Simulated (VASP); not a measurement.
Here is the system:

```
KI
1.0
    0.00000     3.54819     3.54819
    3.54819     0.00000     3.54819
    3.54819     3.54819     0.00000
K I
1 1
Direct
  0.00000   0.00000   0.00000
  0.50000   0.50000   0.50000
```

These are r2SCAN meta-GGA, VASP's PBE PAW potentials (set 64) (plane waves; VASP) values and carry that method's errors. Settings: 400 eV cut-off, 6×6×6 Γ-centred mesh, Gaussian smearing of 0.050 eV, potentials K_sv I.

Unless said otherwise, spin-orbit coupling is left out, though it shifts the bands of the heavy elements here.

Estimate the energy per atom (σ→0), band gap (on the k-mesh) with the smallest direct gap where there is one.

```
Quantity                                       Value
-----------------------------------  ---------------
band gap (on the k-mesh)                     4.57 eV
smallest direct gap (on the k-mesh)          4.57 eV
energy per atom (σ→0)                -16.991 eV/atom
```

Only differences to runs with the same potentials and settings are physical.

The compound is KI in the rock salt structure. It was relaxed first. The start is the result of an earlier pass.
